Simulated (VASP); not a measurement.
The input files of a VASP run:

KPOINTS:
```
Regular mesh
0
gamma
 8 8 6
0 0 0
```

POSCAR:
```
TiP
1
    4.1977219721     0.0000000000    -0.0000000000
   -2.0988609861     3.6353338448     0.0000000000
    0.0000000000     0.0000000000     4.7956809187
Ti P
2 2
Direct
  0.3333330000   0.6666670000   0.9374184941
  0.6666670000   0.3333330000   0.4374184941
  0.3333330000   0.6666670000   0.4375815059
  0.6666670000   0.3333330000   0.9375815059
```

INCAR:
```
ALGO = Normal
EDIFF = 1E-6
EDIFFG = -0.02
ENCUT = 400
GGA = PS
IBRION = 2
ISIF = 3
ISMEAR = 1
LASPH = .TRUE.
LCHARG = .FALSE.
LMAXMIX = 4
LREAL = .FALSE.
LWAVE = .FALSE.
NELM = 100
NSW = 60
PREC = Accurate
SIGMA = 0.1
SYSTEM = TiP
```

POTCAR, in this order: Ti_sv P (PBE.64 set). Program: vasp_std.

**Question.** Translate this PBEsol calculation to Ansatz.

**Answer.** One equivalent input (not run):
Ansatz 0.2 input:
```yaml
crystal:
  lattice:
    - [4.1977220, 0.0000000, 0.0000000]
    - [-2.0988610, 3.6353338, 0.0000000]
    - [0.0000000, 0.0000000, 4.7956809]
  atoms:
    - { symbol: Ti, position: [0.3333330, 0.6666670, 0.9374185] }
    - { symbol: Ti, position: [0.6666670, 0.3333330, 0.4374185] }
    - { symbol: P, position: [0.3333330, 0.6666670, 0.4375815] }
    - { symbol: P, position: [0.6666670, 0.3333330, 0.9375815] }
kpoints:
  mp_grid: { grid: [8, 8, 6] }
hamiltonian:
  xc: pbesol
  pseudopotentials: { kind: paw }
scf:
  occupations: { method: methfessel_paxton, width: 0.1 }
  max_iter: 100
relax:
  max_steps: 60
  f_tol: 0.02
  cell: {}
output: { forces: true, stress: true, eigenvalues: true }
```
What does not carry over: each code has its own PAW files, so the cut-off isn't converted (ENCUT is set for VASP's; basis.ecutwfc is left out, and Ansatz then takes the one that its files recommend); Ansatz stops its SCF on the density residual and VASP on the energy change (EDIFF).

The structure was generated: TiP was put into the wurtzite type (P6_3mc), which need not be its known phase. This run relaxes it. It ends in space group P6_3/mmc. Symmetry was kept, so distortions that lower it aren't found. The start is the result of an earlier pass.
